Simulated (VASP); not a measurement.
Consider the following.

```xyz
2
Lattice="1.4900 -2.5808 0.0000 1.4900 2.5808 0.0000 0.0000 0.0000 5.6200" Properties=species:S:1:pos:R:3 pbc="T T T"
Cd     1.4900     0.8603     1.4050
Cd     1.4900    -0.8603     4.2150
```

All values below come from PW91 GGA, VASP's PBE PAW potentials (set 64) (plane waves; VASP). Run with 520 eV cut-off, 13×13×6 Γ-centred mesh, first-order Methfessel-Paxton smearing of 0.10 eV, potentials Cd.

Energy and stress use the plane-wave basis of the starting cell.

**Question.** The ions, cell shape and volume are relaxed. Give the cell that the relaxation ends in.

**Answer.** 
```xyz
2
Lattice="1.5242 -2.6400 0.0000 1.5242 2.6400 0.0000 0.0000 0.0000 5.6839" Properties=species:S:1:pos:R:3 pbc="T T T"
Cd     1.5242     0.8800     1.4210
Cd     1.5242    -0.8800     4.2630
```
Space group P6_3/mmc (194), at a tolerance of 0.03 Å.

**Question.** How do energy and volume change from the first to the last step?

**Answer.** The energy (σ→0) changes by -11.5 meV/atom and the volume by +5.8 %, in 6 ionic steps.

The compound is Cd in the hcp structure. This run relaxes it. Symmetry was kept, so distortions that lower it aren't found.
